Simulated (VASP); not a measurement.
A convergence study with VASP on Pd: one setting is varied, all else stays as given below, so the limit is that of these other settings.

```yaml
crystal:
  lattice:
    - [2.75890, 0.00000, 0.00000]
    - [1.37945, 2.38928, 0.00000]
    - [0.00000, 0.00000, 23.01048]
  atoms:
    - { symbol: Pd, position: [0.33333, 0.33333, 0.30421] }
    - { symbol: Pd, position: [0.66667, 0.66667, 0.40211] }
    - { symbol: Pd, position: [0.00000, 0.00000, 0.50000] }
    - { symbol: Pd, position: [0.33333, 0.33333, 0.59790] }
    - { symbol: Pd, position: [0.66667, 0.66667, 0.69579] }
```

Computed with PBE GGA, VASP's PBE PAW potentials (set 64) (plane waves; VASP). The tightest run used: 300 eV cut-off, 35×35×1 Γ-centred mesh, Fermi-Dirac smearing of 0.10 eV, potentials Pd.

The settings run are 3×3×1 mesh; 4×4×1 mesh; 5×5×1 mesh; 6×6×1 mesh; 7×7×1 mesh; 9×9×1 mesh; 10×10×1 mesh; 14×14×1 mesh; 16×16×1 mesh; 19×19×1 mesh; 22×22×1 mesh; 26×26×1 mesh; 30×30×1 mesh; 35×35×1 mesh. From which on does the largest force stay within 0.02 eV/Å of the tightest run?

From 9×9×1 mesh on: it is off by 0.016 there and by no more than 0.02 in any finer run, while 7×7×1 mesh is off by 0.034.
```tsv
setting	E (eV/atom)	largest force (eV/Å)	irreducible k-points	difference judged (eV/Å)
3×3×1 mesh	-4.5889	0.587	3	0.348
4×4×1 mesh	-5.0955	0.433	4	0.194
5×5×1 mesh	-4.9401	0.260	5	0.020
6×6×1 mesh	-5.0101	0.165	7	0.075
7×7×1 mesh	-5.0167	0.274	8	0.034
9×9×1 mesh	-5.0046	0.223	12	0.016
10×10×1 mesh	-5.0095	0.250	14	0.011
14×14×1 mesh	-4.9995	0.237	24	0.003
16×16×1 mesh	-5.0036	0.246	30	0.007
19×19×1 mesh	-5.0030	0.244	40	0.005
22×22×1 mesh	-5.0028	0.242	52	0.002
26×26×1 mesh	-5.0029	0.238	70	0.002
30×30×1 mesh	-5.0032	0.241	91	0.001
35×35×1 mesh	-5.0031	0.240	120	0.000
```

Left out are rungs that failed or repeat a setting and relaxations that didn't move; long series are thinned to 24 rows.

The cell is a sheet or thin cut with vacuum, built from a generated structure.
